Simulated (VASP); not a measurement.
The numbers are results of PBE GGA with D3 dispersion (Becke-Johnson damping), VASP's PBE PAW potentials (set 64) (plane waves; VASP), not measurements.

The input files of a VASP run:

**KPOINTS**
```
Regular mesh
0
Gamma
8 8 8
0 0 0
```

**POSCAR**
```
Ni3Fe
1
    3.5061344284    -0.0000000000    -0.0000000000
   -0.0000000000     3.5061344284    -0.0000000000
   -0.0000000000     0.0000000000     3.5061344284
Fe Ni
1 3
Direct
  0.0000000000   0.0000000000   0.0000000000
  0.0000000000   0.5000000000   0.5000000000
  0.5000000000   0.0000000000   0.5000000000
  0.5000000000   0.5000000000   0.0000000000
```

### INCAR
```
! general
SYSTEM =Ni3Fe
PREC   =Accurate
ENCUT  =520
LREAL  =F
LASPH  =T

! electronic loop
EDIFF  =1E-6
NELM   =100
ALGO   =Normal
LMAXMIX=4

! smearing
ISMEAR =1
SIGMA  =0.1

! functional
GGA    =PE
IVDW   =12

! spin
ISPIN  =2
MAGMOM =3.0 0.7 0.7 0.7

! ions
IBRION =2
NSW    =60
ISIF   =3
EDIFFG =-0.02

! output
LWAVE  =F
LCHARG =F
LORBIT =10
```

POTCAR, in this order: Fe Ni (PBE.64 set). Program: vasp_std.

The resulting files:

File OUTCAR:
```
 ion  position               nearest neighbor table
   1  0.000  0.000  0.000-   2 2.48   3 2.48   4 2.48   2 2.48   3 2.48   2 2.48   4 2.48   2 2.48
                             3 2.48   4 2.48   3 2.48   4 2.48
   2  0.000  0.500  0.500-   1 2.48   3 2.48   4 2.48   1 2.48   4 2.48   1 2.48   3 2.48   1 2.48
                             3 2.48   4 2.48   4 2.48   3 2.48
   3  0.500  0.000  0.500-   1 2.48   2 2.48   4 2.48   1 2.48   4 2.48   2 2.48   4 2.48   4 2.48
                             1 2.48   2 2.48   1 2.48   2 2.48
   4  0.500  0.500  0.000-   1 2.48   2 2.48   3 2.48   2 2.48   3 2.48   1 2.48   3 2.48   3 2.48
                             1 2.48   2 2.48   2 2.48   1 2.48
  LATTYP: Found a simple cubic cell.
 ALAT       =     3.5061344284
 Subroutine PRICEL returns:
 Original cell was already a primitive cell.
 Subroutine GETGRP returns: Found 48 space group operations
The static configuration has the point symmetry O_h .
The dynamic configuration has the point symmetry O_h .
The overall configuration has the point symmetry O_h .
 Subroutine INISYM returns: Found 48 space group operations
 Subroutine IBZKPT returns following result:
 Found     35 irreducible k-points:

 Following reciprocal coordinates:
            Coordinates               Weight
  0.000000  0.000000  0.000000      1.000000
  0.125000  0.000000  0.000000      6.000000
  0.250000  0.000000  0.000000      6.000000
  0.375000  0.000000  0.000000      6.000000
  0.500000  0.000000  0.000000      3.000000
  0.125000  0.125000  0.000000     12.000000
  0.250000  0.125000  0.000000     24.000000
  0.375000  0.125000  0.000000     24.000000
  0.500000  0.125000  0.000000     12.000000
  0.250000  0.250000  0.000000     12.000000
  0.375000  0.250000  0.000000     24.000000
  0.500000  0.250000  0.000000     12.000000
  0.375000  0.375000  0.000000     12.000000
  0.500000  0.375000  0.000000     12.000000
  0.500000  0.500000  0.000000      3.000000
  0.125000  0.125000  0.125000      8.000000
  0.250000  0.125000  0.125000     24.000000
...
```

### OSZICAR
```
       N       E                     dE             d eps       ncg     rms          rms(c)
DAV:   1     0.244186104340E+03    0.24419E+03   -0.17360E+04  3752   0.206E+03
DAV:   2    -0.151580626332E+02   -0.25934E+03   -0.24965E+03  3648   0.362E+02
DAV:   3    -0.289436076394E+02   -0.13786E+02   -0.13087E+02  3764   0.116E+02
DAV:   4    -0.291328825350E+02   -0.18927E+00   -0.18880E+00  3882   0.144E+01
DAV:   5    -0.291383302722E+02   -0.54477E-02   -0.54474E-02  5132   0.196E+00    0.212E+01
DAV:   6    -0.261696053965E+02    0.29687E+01   -0.35446E+01  3830   0.948E+01    0.186E+01
DAV:   7    -0.291834750510E+02   -0.30139E+01   -0.20671E+01  4276   0.113E+02    0.260E+01
DAV:   8    -0.248788026471E+02    0.43047E+01   -0.14861E+01  4596   0.543E+01    0.563E+00
DAV:   9    -0.249945255490E+02   -0.11572E+00   -0.56618E-01  4272   0.902E+00    0.311E+00
DAV:  10    -0.249640702445E+02    0.30455E-01   -0.95420E-02  4986   0.771E+00    0.148E+00
DAV:  11    -0.249634064587E+02    0.66379E-03   -0.29644E-02  5440   0.204E+00    0.104E+00
DAV:  12    -0.249655372136E+02   -0.21308E-02   -0.58177E-03  4350   0.199E+00    0.255E-01
DAV:  13    -0.249657025497E+02   -0.16534E-03   -0.16500E-03  5136   0.558E-01    0.726E-02
DAV:  14    -0.249657458462E+02   -0.43297E-04   -0.15162E-04  4282   0.133E-01    0.804E-02
DAV:  15    -0.249657378936E+02    0.79526E-05   -0.45543E-05  4654   0.189E-01    0.172E-02
DAV:  16    -0.249657378914E+02    0.22060E-08   -0.87292E-06  3960   0.404E-02
   1 F= -.26739664E+02 E0= -.26739649E+02  d E =-.267397E+02  mag=     4.7149
```

### OUTCAR
```
------------------------ aborting loop because EDIFF is reached ----------------------------------------
 Edisp (eV)   -1.77393
  FORCE on cell =-STRESS in cart. coord.  units (eV):
  Direction    XX          YY          ZZ          XY          YZ          ZX
  --------------------------------------------------------------------------------------
  Total      -0.01341    -0.01341    -0.01341     0.00000     0.00000     0.00000
  in kB      -0.49833    -0.49833    -0.49833     0.00000     0.00000     0.00000
  external pressure =       -0.50 kB  Pullay stress =        0.00 kB
  volume of cell :       43.10
      direct lattice vectors                 reciprocal lattice vectors
     3.506134428  0.000000000  0.000000000     0.285214392  0.000000000  0.000000000
     0.000000000  3.506134428  0.000000000     0.000000000  0.285214392  0.000000000
     0.000000000  0.000000000  3.506134428     0.000000000  0.000000000  0.285214392
 POSITION                                       TOTAL-FORCE (eV/Angst)
 -----------------------------------------------------------------------------------
      0.00000      0.00000      0.00000         0.000000      0.000000      0.000000
      0.00000      1.75307      1.75307         0.000000      0.000000      0.000000
      1.75307      0.00000      1.75307         0.000000      0.000000      0.000000
      1.75307      1.75307      0.00000         0.000000      0.000000      0.000000
 -----------------------------------------------------------------------------------
    total drift:                                0.000000      0.000000      0.000000
  FREE ENERGIE OF THE ION-ELECTRON SYSTEM (eV)
  ---------------------------------------------------
  free  energy   TOTEN  =       -26.7396637109 eV

  energy  without entropy=      -26.7396185357  energy(sigma->0) =      -26.73964865

 total charge

# of ion       s       p       d       tot
------------------------------------------
    1        0.487   0.529   6.139   7.154
    2        0.518   0.539   8.340   9.396
    3        0.518   0.539   8.340   9.396
    4        0.518   0.539   8.340   9.396
--------------------------------------------------
tot          2.039   2.145  31.158  35.343

 magnetization (x)

# of ion       s       p       d       tot
------------------------------------------
    1        0.011  -0.000   2.857   2.867
    2       -0.016  -0.045   0.682   0.621
    3       -0.016  -0.045   0.682   0.621
    4       -0.016  -0.045   0.682   0.621
--------------------------------------------------
tot         -0.036  -0.136   4.903   4.731

 reached required accuracy - stopping structural energy minimisation
```
(Selected blocks of OUTCAR.)

The compound is Ni3Fe in the L1_2 structure. It was relaxed first. The start is the result of an earlier pass.
